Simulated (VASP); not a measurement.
Input:

```
TlCl
1.0
    3.95923     0.00000     0.00000
    0.00000     3.95923     0.00000
    0.00000     0.00000     3.95923
Tl Cl
1 1
Cartesian
  0.00000   0.00000   0.00000
  1.97961   1.97961   1.97961
```

Method: revPBE GGA, VASP's PBE PAW potentials (set 64) (plane waves; VASP 6.6.1). Settings: 520 eV cut-off, 7×7×7 Γ-centred mesh, Gaussian smearing of 0.050 eV, potentials Tl_d Cl.

Question: Estimate the energy per atom (σ→0).

Answer: 
* **energy per atom (σ→0)**: -2.765 eV/atom

The absolute energy has meaning only against runs of the same code, potentials and settings.

The compound is TlCl in the CsCl type structure. This cell is one point of a volume scan, at 0.97 of the reference volume.
